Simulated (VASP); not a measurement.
Data:

```yaml
crystal:
  lattice:
    - [3.08433, 0.00000, 0.00000]
    - [0.00000, 3.08433, 0.00000]
    - [0.00000, 0.00000, 3.54563]
  atoms:
    - { symbol: Cu, position: [0.00000, 0.00000, 0.00000] }
    - { symbol: Au, position: [0.50000, 0.50000, 0.50000] }
```

These are vdW-DF2, VASP's PBE PAW potentials (set 64) (plane waves; VASP) values and carry that method's errors. Settings: 520 eV cut-off, Gaussian smearing of 0.050 eV, potentials Cu Au.

Unless said otherwise, spin-orbit coupling is left out, though it shifts the bands of the heavy elements here.

### Question
Predict the band gap (along the path) with the smallest direct gap where there is one.

### Answer

```
Property                                                      Value
-------------------------  ----------------------------------------
band gap (along the path)  none (metal, semimetal or under 0.01 eV)
```

The compound is CuAu in the L1_0 structure. It was relaxed first, which changed the volume by +17 %.
